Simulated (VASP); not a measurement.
Energy against volume of PbF2 (fluorite). Calculation: optB88-vdW, VASP's PBE PAW potentials (set 64) (plane waves; VASP 6.6.1). Settings: 520 eV cut-off, 7×7×7 Γ-centred mesh, Gaussian smearing of 0.050 eV, potentials Pb_d F.

```json
[
 {"V (Å³/atom)": "16.980", "E (eV/atom)": "-2.49396"},
 {"V (Å³/atom)": "17.505", "E (eV/atom)": "-2.49924"},
 {"V (Å³/atom)": "18.030", "E (eV/atom)": "-2.49715"},
 {"V (Å³/atom)": "18.555", "E (eV/atom)": "-2.48884"}
]
```

**Question.** Fit these four points and predict the energy of the run at 16.454 Å³/atom.

**Answer.** A cubic in V^(−2/3), the third-order Birch-Murnaghan form, passes through the four points with V0 = 17.61 Å³/atom and B0 = 73 GPa, and gives -2.4799 eV/atom there. The run gave -2.4799 eV/atom, -0.0 meV/atom from the fit; all five points give B0 = 73 GPa.

The compound is PbF2 in the fluorite structure, the β form. It was relaxed first.
